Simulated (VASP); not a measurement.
Input:

```
CELL_PARAMETERS angstrom
      0.00000     2.06658     2.06658
      2.06658     0.00000     2.06658
      2.06658     2.06658     0.00000
ATOMIC_POSITIONS crystal
  Mg 0.00000 0.00000 0.00000
  O  0.50000 0.50000 0.50000
```

These are PBE GGA with D4 dispersion, VASP's PBE PAW potentials (set 64) (plane waves; VASP) values and carry that method's errors. Run with 520 eV cut-off, 11×11×11 Γ-centred mesh, Gaussian smearing of 0.050 eV, potentials Mg O.

Question: Estimate the energy per atom (σ→0), pressure, band gap (on the k-mesh) with the smallest direct gap where there is one.

Answer: 
- band gap (on the k-mesh): 5.30 eV
- smallest direct gap (on the k-mesh): 5.30 eV
- energy per atom (σ→0): -6.100 eV/atom
- pressure: 11.05 GPa

Only differences to runs with the same potentials and settings are physical.

The compound is MgO in the rock salt structure. This cell is one point of a volume scan, at 0.94 of the reference volume.
